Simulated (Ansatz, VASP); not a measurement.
# Cross-check of CeSb between VASP and Ansatz

Aim: how closely do two programs agree when they are given the same cell, functional and k mesh? The cell comes out of the VASP series on this material, whose earlier steps may have relaxed, scaled or displaced it; both programs get it as it stands.

Method: plane waves, with VASP 6.6.1 beside it; relaxation of cell and atoms at r2SCAN, DFT+U, in Ansatz 0.2.0.

In doubt: a part-filled 4f shell, where there is one, can sit in one of many states, so energies may not be the lowest and differences between runs may mislead; derivatives with an open 4f shell can jump between states, which bears on forces and vibrations.

### Step 1. Set-up

Symmetry: I4/mmm, No. 139, tetragonal system. The conventional cell has a = 4.587 Å, b = 4.587 Å, c = 6.518 Å, α = 90.00°, β = 90.00°, γ = 90.00°. Nearest to Ce lie 6 Sb at 3.24 to 3.26 Å. Sb has 6 Ce at 3.24 to 3.26 Å nearest. Farther neighbours are not listed.

### Step 2. VASP: relaxation of cell and atoms, r2SCAN, DFT+U

The relaxed volume is the usual yardstick between codes: its relative difference is about their pressure difference at one cell divided by the bulk modulus.

Lines of VASP's logs that name or quote its potential files are left out, and so is its time.

Contents of INCAR:

```
SYSTEM = CeSb
PREC = Accurate
ENCUT = 400
EDIFF = 1E-06
NELM = 150
ISMEAR = 0
SIGMA = 0.05
LREAL = .FALSE.
ALGO = Normal
METAGGA = R2SCAN
LASPH = .TRUE.
NBANDS = 25
ISPIN = 2
MAGMOM = 0.75 -0.75 0.01 -0.01
LDAU = .TRUE.
LDAUTYPE = 2
LDAUL = 3 -1
LDAUU = 7 0
LDAUJ = 0 0
LDAUPRINT = 1
LMAXMIX = 6
AMIX = 0.2
BMIX = 1E-04
AMIX_MAG = 0.8
BMIX_MAG = 1E-04
LORBIT = 11
LWAVE = .FALSE.
LCHARG = .FALSE.
KPAR = 4
IBRION = 2
NSW = 60
ISIF = 3
EDIFFG = -0.01
```

Contents of POSCAR:

```
CeSb
1.0
    0.0000000000      6.4875111114      6.5178357986
    3.2437555557      3.2437555557      6.5178357986
    3.2437555557      3.2437555557      0.0000000000
Ce Sb
2 2
Direct
    0.0000000000      0.0000000000      0.0000000000
    0.5000000000      0.0000000000      0.0000000000
    0.0000000000      0.5000000000      0.5000000000
    0.5000000000      0.5000000000      0.5000000000
```

Contents of KPOINTS:

```
Automatic mesh
0
Gamma
5 5 5
0 0 0
```

PAW data sets: Ce and Sb (PBE family, release 64).

The run is started by

```
$ mpirun -np 4 vasp_std
```

Numbers of over 12 decimals in the logs are rounded to 6 here.

What it wrote:

```text
[banner, memory and clock lines left out]
running    4 mpi-ranks, on    1 nodes
 distrk:  each k-point on    1 cores,    4 groups
 distr:  one band on    1 cores,    1 groups

 POSCAR found type information on POSCAR CeSb
 POSCAR found :  2 types and       4 ions
|                                                                             |
|               ----> ADVICE to this user running VASP <----                  |
|                                                                             |
|     You enforced a specific xc type in the INCAR file but a different       |
|     [... a line on the potential file left out ...]
|     I HOPE YOU KNOW WHAT YOU ARE DOING!                                     |
|                                                                             |

 LDA part: xc-table for (None), standard interpolation
 POSCAR, INCAR and KPOINTS ok, starting setup
 FFT: planning ... GRIDC
 FFT: planning ... GRID_SOFT
 FFT: planning ... GRID
 WAVECAR not read
 entering main loop
       N       E                     dE             d eps       ncg     rms          rms(c)
DAV:   1     0.258594157858E+03    0.25859E+03   -0.10936E+04  1800   0.114E+03
DAV:   2    -0.658158609739E+02   -0.32441E+03   -0.31658E+03  2600   0.282E+02
DAV:   3    -0.121989418901E+03   -0.56174E+02   -0.55386E+02  2857   0.133E+02
DAV:   4    -0.124271382081E+03   -0.22820E+01   -0.22654E+01  3232   0.308E+01
DAV:   5    -0.124480891126E+03   -0.20951E+00   -0.20874E+00  3111   0.889E+00    0.119E+01
DAV:   6    -0.112880684197E+03    0.11600E+02   -0.62625E+00  2682   0.149E+01    0.729E+00
DAV:   7    -0.114590356786E+03   -0.17097E+01   -0.35985E+01  2759   0.216E+01    0.137E+01
DAV:   8    -0.112138467305E+03    0.24519E+01   -0.15031E+01  2978   0.227E+01    0.365E+00
DAV:   9    -0.112562444122E+03   -0.42398E+00   -0.33944E+00  3063   0.734E+00    0.370E+00
DAV:  10    -0.112797773156E+03   -0.23533E+00   -0.28141E+00  2944   0.415E+00    0.353E+00
[... 130 further cycles ...]
DAV: 141    -0.112527345725E+03    0.80705E-04   -0.46380E-02  2535   0.665E-01    0.100E+00
DAV: 142    -0.112526581675E+03    0.76405E-03   -0.10451E-03  2624   0.255E-01    0.884E-01
DAV: 143    -0.112527002637E+03   -0.42096E-03   -0.13648E-03  3248   0.129E-01    0.952E-01
DAV: 144    -0.112526944094E+03    0.58543E-04   -0.72496E-05  3160   0.495E-02    0.972E-01
DAV: 145    -0.112526445181E+03    0.49891E-03   -0.19906E-04  3019   0.421E-02    0.889E-01
DAV: 146    -0.112525153817E+03    0.12914E-02   -0.46407E-03  3135   0.200E-01    0.627E-01
DAV: 147    -0.112525523461E+03   -0.36964E-03   -0.30455E-03  3134   0.212E-01    0.484E-01
DAV: 148    -0.112525804496E+03   -0.28103E-03   -0.21580E-04  3140   0.660E-02    0.552E-01
DAV: 149    -0.112525468574E+03    0.33592E-03   -0.56634E-04  2552   0.832E-02    0.547E-01
DAV: 150    -0.112526162096E+03   -0.69352E-03   -0.16841E-03  2740   0.135E-01
|                                                                             |
|           W    W    AA    RRRRR   N    N  II  N    N   GGGG   !!!           |
|           W    W   A  A   R    R  NN   N  II  NN   N  G    G  !!!           |
|           W    W  A    A  R    R  N N  N  II  N N  N  G       !!!           |
|           W WW W  AAAAAA  RRRRR   N  N N  II  N  N N  G  GGG   !            |
|           WW  WW  A    A  R   R   N   NN  II  N   NN  G    G                |
|           W    W  A    A  R    R  N    N  II  N    N   GGGG   !!!           |
|                                                                             |
|     The electronic self-consistency was not achieved in the given           |
|     number of steps (NELM). The forces and other quantities evaluated       |
|     might not be reliable so examine the results carefully. If you find     |
|     spurious results, we suggest increasing NELM, if you were close to      |
|     convergence or switching to a different ALGO or adjusting the           |
|     density mixing parameters otherwise.                                    |
|                                                                             |

   1 F= -.11252616E+03 E0= -.11251711E+03  d E =-.112526E+03  mag=    -0.0000
[... from here on, the cycles between the ionic steps are left out ...]
   4 F= -.11429688E+03 E0= -.11428310E+03  d E =-.177071E+01  mag=     0.0000
   5 F= -.11432500E+03 E0= -.11431128E+03  d E =-.179884E+01  mag=    -0.0000
   6 F= -.11434324E+03 E0= -.11432935E+03  d E =-.181708E+01  mag=     0.0000
   7 F= -.11434368E+03 E0= -.11432973E+03  d E =-.181752E+01  mag=    -0.0000
   8 F= -.11434369E+03 E0= -.11432973E+03  d E =-.181753E+01  mag=     0.0000
   9 F= -.11434341E+03 E0= -.11432932E+03  d E =-.181724E+01  mag=    -0.0000
  10 F= -.11434369E+03 E0= -.11432971E+03  d E =-.181753E+01  mag=    -0.0000
  11 F= -.11434369E+03 E0= -.11432972E+03  d E =-.181753E+01  mag=     0.0000
 curvature:  -0.31 expect dE=-0.273E-04 dE for cont linesearch -0.389E-07
 ZBRENT: accuracy reached
 trial: gam= 0.00054 g(F)=  0.988E-59 g(S)=  0.890E-04 ort =-0.306E-03 (trialstep = 0.810E+00)
 search vector abs. value=  0.889E-04
 bond charge predicted
       N       E                     dE             d eps       ncg     rms          rms(c)
DAV:   1    -0.114343872528E+03   -0.17804E-03   -0.11955E-02  2094   0.153E+00    0.559E-02
DAV:   2    -0.114343805472E+03    0.67055E-04   -0.60501E-04  2164   0.174E-01    0.446E-02
DAV:   3    -0.114343717438E+03    0.88034E-04   -0.22540E-04  2646   0.126E-01    0.132E-02
DAV:   4    -0.114343724784E+03   -0.73458E-05   -0.27229E-05  2672   0.376E-02    0.100E-02
DAV:   5    -0.114343726349E+03   -0.15649E-05   -0.37998E-06  2143   0.159E-02    0.739E-03
DAV:   6    -0.114343727767E+03   -0.14179E-05   -0.40741E-06  1928   0.132E-02    0.442E-03
DAV:   7    -0.114343728753E+03   -0.98585E-06   -0.19421E-06  1780   0.108E-02
  12 F= -.11434373E+03 E0= -.11432976E+03  d E =-.342062E-04  mag=    -0.0000
 trial-energy change:   -0.000034  1 .order   -0.000031   -0.000072    0.000009
 step:   0.7157(harm=  0.7157)  dis= 0.00000  next Energy=  -114.343726 (dE=-0.318E-04)
 reached required accuracy - stopping structural energy minimisation
```

From OUTCAR (step 2):

```text
ion  position               nearest neighbor table
   1  0.000  0.000  0.000-   4 3.24   4 3.24   4 3.24   4 3.24   3 3.26   3 3.26
   2  0.500  0.000  0.000-   3 3.24   3 3.24   3 3.24   3 3.24   4 3.26   4 3.26
   3  0.000  0.500  0.500-   2 3.24   2 3.24   2 3.24   2 3.24   1 3.26   1 3.26
   4  0.500  0.500  0.500-   1 3.24   1 3.24   1 3.24   1 3.24   2 3.26   2 3.26

  LATTYP: Found a simple tetragonal cell.
 ALAT       =     4.5873630999
 C/A-ratio  =     1.4208240457

 Subroutine GETGRP returns: Found 16 space group operations
 (whereof 16 operations were pure point group operations)

The static configuration has the point symmetry D_4h.

 Found     18 irreducible k-points:

   k-points           NKPTS =     18   k-points in BZ     NKDIM =     18   number of bands    NBANDS=     25

   dimension x,y,z NGX =    60 NGY =   54 NGZ =   30
   dimension x,y,z NGXF=   120 NGYF=  108 NGZF=   60

   ENCUT  =  400.0 eV  29.40 Ry    5.42 a.u.  15.00 13.00  7.48*2*pi/ulx,y,z

   NELECT =      34.0000    total number of electrons

 k-points in reciprocal lattice and weights: Automatic mesh
   0.00000000  0.00000000  0.00000000       0.008
   0.20000000  0.00000000  0.00000000       0.032
   0.40000000  0.00000000  0.00000000       0.032
   0.00000000  0.20000000  0.00000000       0.064
   0.20000000  0.20000000  0.00000000       0.016
  -0.40000000  0.20000000  0.00000000       0.064
   0.00000000  0.40000000  0.00000000       0.064
   0.20000000  0.40000000  0.00000000       0.064
   0.40000000  0.40000000  0.00000000       0.016
[...]
-0.40000000  0.20000000  0.40000000       0.064
   0.00000000  0.40000000  0.40000000       0.032

atom =   1  type =  1  l = 3

 onsite density matrix

spin component  1

  0.0039  0.0000  0.0012  0.0000  0.0000 -0.0000  0.0000
  0.0000  0.0003  0.0000  0.0000  0.0000  0.0000  0.0000
  0.0012  0.0000  0.0023 -0.0000  0.0000 -0.0000 -0.0000
  0.0000  0.0000 -0.0000  0.0050  0.0000  0.0000 -0.0000
  0.0000  0.0000  0.0000  0.0000  0.0023  0.0000 -0.0012
 -0.0000  0.0000 -0.0000  0.0000  0.0000  0.0018  0.0000
  0.0000  0.0000 -0.0000 -0.0000 -0.0012  0.0000  0.0039

spin component  2

  0.1595  0.0000  0.2384 -0.0000 -0.0000  0.0000  0.0000
  0.0000  0.0002  0.0000  0.0000  0.0000  0.0000  0.0000
  0.2384  0.0000  0.3634  0.0000  0.0000 -0.0000 -0.0000
 -0.0000  0.0000  0.0000  0.0048  0.0000  0.0000  0.0000
 -0.0000  0.0000  0.0000  0.0000  0.3634 -0.0000 -0.2384
  0.0000  0.0000 -0.0000  0.0000 -0.0000  0.0018 -0.0000
  0.0000  0.0000 -0.0000  0.0000 -0.2384 -0.0000  0.1595

 occupancies and eigenvectors

  o =  0.0002  v =  0.0000  0.0000  0.0000  0.0000  0.0000  0.0000  0.0000  0.0000 -1.0000 -0.0000  0.0000 -0.0000 -0.0000 -0.0000      0.0000  0.0000  0.0000  0.0000  0.0000  0.0000  0.0000  0.0000  0.0000  0.0000  0.0000  0.0000  0.0000  0.0000
  o =  0.0003  v = -0.0000  1.0000  0.0000 -0.0000 -0.0000 -0.0000 -0.0000  0.0000  0.0000  0.0000  0.0000  0.0000  0.0000  0.0000      0.0000  0.0000  0.0000  0.0000  0.0000  0.0000  0.0000  0.0000  0.0000  0.0000  0.0000  0.0000  0.0000  0.0000
  o =  0.0017  v = -0.4683 -0.0000  0.8831  0.0000  0.0274 -0.0000  0.0145  0.0000  0.0000  0.0000  0.0000  0.0000  0.0000  0.0000      0.0000  0.0000  0.0000  0.0000  0.0000  0.0000  0.0000  0.0000  0.0000  0.0000  0.0000  0.0000  0.0000  0.0000
  o =  0.0017  v = -0.0145 -0.0000  0.0274 -0.0000 -0.8831  0.0000 -0.4683  0.0000  0.0000  0.0000  0.0000  0.0000  0.0000  0.0000      0.0000  0.0000  0.0000  0.0000  0.0000  0.0000  0.0000  0.0000  0.0000  0.0000  0.0000  0.0000  0.0000  0.0000
  o =  0.0018  v =  0.0000  0.0000  0.0000  0.0000  0.0000  0.0000  0.0000  0.0000  0.0000 -0.0000  0.0000 -0.0000 -1.0000 -0.0000      0.0000  0.0000  0.0000  0.0000  0.0000  0.0000  0.0000  0.0000  0.0000  0.0000  0.0000  0.0000  0.0000  0.0000
  o =  0.0018  v = -0.0000 -0.0000 -0.0000  0.0000 -0.0000 -1.0000 -0.0000  0.0000  0.0000  0.0000  0.0000  0.0000  0.0000  0.0000      0.0000  0.0000  0.0000  0.0000  0.0000  0.0000  0.0000  0.0000  0.0000  0.0000  0.0000  0.0000  0.0000  0.0000
  o =  0.0021  v =  0.0000  0.0000  0.0000  0.0000  0.0000  0.0000  0.0000  0.8339  0.0000 -0.5503  0.0000 -0.0224  0.0000 -0.0340      0.0000  0.0000  0.0000  0.0000  0.0000  0.0000  0.0000  0.0000  0.0000  0.0000  0.0000  0.0000  0.0000  0.0000
  o =  0.0021  v =  0.0000  0.0000  0.0000  0.0000  0.0000  0.0000  0.0000  0.0340 -0.0000 -0.0224  0.0000  0.5503 -0.0000  0.8339      0.0000  0.0000  0.0000  0.0000  0.0000  0.0000  0.0000  0.0000  0.0000  0.0000  0.0000  0.0000  0.0000  0.0000
[...]
o =  0.0021  v = -0.0387  0.0000  0.0256 -0.0000 -0.5502  0.0000 -0.8337  0.0000  0.0000  0.0000  0.0000  0.0000  0.0000  0.0000      0.0000  0.0000  0.0000  0.0000  0.0000  0.0000  0.0000  0.0000  0.0000  0.0000  0.0000  0.0000  0.0000  0.0000
  o =  0.0045  v =  0.0000  0.0000  0.0000  0.0000  0.0000  0.0000  0.0000 -0.0000  0.0000 -0.0000  0.0000 -0.4685  0.0000  0.8835      0.0000  0.0000  0.0000  0.0000  0.0000  0.0000  0.0000  0.0000  0.0000  0.0000  0.0000  0.0000  0.0000  0.0000
  o =  0.0045  v =  0.0000  0.0000  0.0000  0.0000  0.0000  0.0000  0.0000  0.8835  0.0000  0.4685 -0.0000  0.0000 -0.0000  0.0000      0.0000  0.0000  0.0000  0.0000  0.0000  0.0000  0.0000  0.0000  0.0000  0.0000  0.0000  0.0000  0.0000  0.0000
  o =  0.0048  v =  0.0000 -0.0000 -0.0000 -1.0000  0.0000 -0.0000  0.0000  0.0000  0.0000  0.0000  0.0000  0.0000  0.0000  0.0000      0.0000  0.0000  0.0000  0.0000  0.0000  0.0000  0.0000  0.0000  0.0000  0.0000  0.0000  0.0000  0.0000  0.0000
  o =  0.0050  v =  0.0000  0.0000  0.0000  0.0000  0.0000  0.0000  0.0000  0.0000  0.0000  0.0000  1.0000  0.0000  0.0000 -0.0000      0.0000  0.0000  0.0000  0.0000  0.0000  0.0000  0.0000  0.0000  0.0000  0.0000  0.0000  0.0000  0.0000  0.0000
  o =  0.5207  v =  0.5508  0.0000  0.8346 -0.0000  0.0000 -0.0000 -0.0000  0.0000  0.0000  0.0000  0.0000  0.0000  0.0000  0.0000      0.0000  0.0000  0.0000  0.0000  0.0000  0.0000  0.0000  0.0000  0.0000  0.0000  0.0000  0.0000  0.0000  0.0000
  o =  0.5207  v = -0.0000  0.0000  0.0000  0.0000 -0.8346 -0.0000  0.5508  0.0000  0.0000  0.0000  0.0000  0.0000  0.0000  0.0000      0.0000  0.0000  0.0000  0.0000  0.0000  0.0000  0.0000  0.0000  0.0000  0.0000  0.0000  0.0000  0.0000  0.0000

 average (electrostatic) potential at core
       1 -83.3382       2 -83.3382       3 -90.3475       4 -90.3475

 E-fermi :   6.0347

 spin component 1
 k-point     1 :       0.0000    0.0000    0.0000
  band No.  band energies     occupation
    ...
     12       5.4002      1.00000
     13       5.4002      1.00000
     14       5.7610      1.00000
     15       5.7610      1.00000
     16       5.8243      1.00000
     17       6.4770      0.00000
     18       7.1145      0.00000
     19       7.1145      0.00000
     20       7.3375      0.00000
     21       7.4103      0.00000
    ...

 k-point     2 :       0.2000    0.0000    0.0000
  band No.  band energies     occupation
    ...
     12       4.2672      1.00000
     13       4.7641      1.00000
     14       4.9480      1.00000
     15       5.1504      1.00000
     16       5.7571      1.00000
     17       6.2049      0.00000
     18       6.2557      0.00000
     19       7.0130      0.00000
     20       7.6117      0.00000
     21       7.9825      0.00000
    ...

 k-point     3 :       0.4000    0.0000    0.0000
  band No.  band energies     occupation
    ...
     12       3.4197      1.00000
     13       4.3133      1.00000
     14       4.3652      1.00000
     15       4.4199      1.00000
     16       4.8901      1.00000
     17       6.0568      0.26560
     18       6.0586      0.24925
     19       8.1776      0.00000
     20       8.6459      0.00000
     21       8.8023      0.00000
    ...

 k-point     4 :       0.0000    0.2000    0.0000
  band No.  band energies     occupation
    ...
     12       4.4577      1.00000
     13       4.5182      1.00000
     14       4.9013      1.00000
     15       5.0879      1.00000
     16       5.1727      1.00000
     17       6.1206      0.00756
     18       6.1804      0.00002
     19       7.0878      0.00000
     20       7.8951      0.00000
     21       7.9477      0.00000
    ...

 k-point     5 :       0.2000    0.2000    0.0000
  band No.  band energies     occupation
    ...
     13       5.3611      1.00000
     14       5.3611      1.00000
     15       5.7209      1.00000
     16       5.7209      1.00000
     17       5.9275      0.99878
     18       6.6670      0.00000
     19       6.6670      0.00000
     20       7.1210      0.00000
     21       7.9898      0.00000
     22       8.1501      0.00000
    ...

 k-point     6 :      -0.4000    0.2000    0.0000
  band No.  band energies     occupation
    ...
     14       4.2785      1.00000
     15       4.3698      1.00000
     16       4.6489      1.00000
     17       6.0280      0.57540
     18       6.0346      0.50165
     19       8.4497      0.00000
     20       8.4601      0.00000
     21       8.6683      0.00000
     22       9.2242      0.00000
     23       9.2281      0.00000
    ...

  Total        0.0003754      0.0003754      0.0138313      0.0000000     -0.0000000      0.0000000
  in kB        0.0044200      0.0044200      0.1628674      0.0000000     -0.0000000      0.0000000
  external PRESSURE =       0.0572358 kB  Pullay stress =       0.0000000 kB

  energy-cutoff  :      400.00
  volume of cell :      136.06
      direct lattice vectors                 reciprocal lattice vectors
     0.000000000  6.472068280  6.496548998    -0.154510113  0.154510113  0.000000000
     3.236034140  3.236034140  6.496548998     0.154510113 -0.154510113  0.153927878
     3.236034140  3.236034140  0.000000000     0.154510113  0.154510113 -0.153927878

 POSITION                                       TOTAL-FORCE (eV/Angst)
 -----------------------------------------------------------------------------------
      3.23603      9.70810      6.49655         0.000000      0.000000     -0.000000
      3.23603      6.47207      3.24827        -0.000000      0.000000     -0.000000
      3.23603      3.23603      3.24827         0.000000     -0.000000      0.000000
      3.23603      6.47207      6.49655         0.000000     -0.000000      0.000000
 -----------------------------------------------------------------------------------
    total drift:                               -0.000000      0.000000     -0.000000

  FREE ENERGIE OF THE ION-ELECTRON SYSTEM (eV)
  ---------------------------------------------------
  free  energy   TOTEN  =      -114.3437287530 eV

  energy  without entropy=     -114.3158004044  energy(sigma->0) =     -114.32976458

 reached required accuracy - stopping structural energy minimisation

 total charge
# of ion       s       p       d       f       tot
--------------------------------------------------
    1        2.075   5.746   0.687   1.069   9.576
    2        2.075   5.746   0.687   1.069   9.576
    3        1.104   1.445   0.011   0.000   2.560
    4        1.104   1.445   0.011   0.000   2.560
--------------------------------------------------
tot          6.358  14.381   1.396   2.139  24.273

 magnetization (x)
# of ion       s       p       d       f       tot
--------------------------------------------------
    1       -0.002   0.013  -0.031  -1.032  -1.052
    2        0.002  -0.013   0.031   1.032   1.052
    3       -0.002  -0.014  -0.000   0.000  -0.016
    4        0.002   0.014   0.000   0.000   0.016
--------------------------------------------------
tot          0.000   0.000   0.000   0.000   0.000

[... 1 further part left out ...]
```

CONTCAR:

```
CeSb
   1.00000000000000
     0.0000000000000000    6.4720682799432128    6.4965489977635329
     3.2360341399716064    3.2360341399716064    6.4965489977635329
     3.2360341399716064    3.2360341399716064    0.0000000000000000
  Ce              Sb
     2     2
Direct
     1.0000000000000000    0.0000000000000000    1.0000000000000000
     0.5000000000000000    0.0000000000000000    1.0000000000000000
     0.0000000000000000    0.5000000000000000    0.5000000000000000
     0.5000000000000000    0.5000000000000000    0.5000000000000000
```

The magnetic state follows from one typed start and may not be the lowest. The k-mesh is coarse for a metal. DFT+U on an f shell has many metastable occupations, and no search among them was made. The PAW data sets were made with PBE, which is usual practice but a small mismatch for other functionals. The run keeps the 16 symmetry operations of its start, so it cannot find a distortion of lower symmetry.

(Part 1 of 2 ends here.)

[Lines on the potential files, build, host, timing and source positions are cut from VASP's logs without a mark.]

[Logs are printed without paths, hosts, clocks, repeated set-up lines and the standing remarks that a program may print on its own settings, such as how far it seeks lower states.]

[Hosts, paths, dates, database ids (printed as entryN), source tags and the programs' standing remarks are cut or masked in the printed files.]
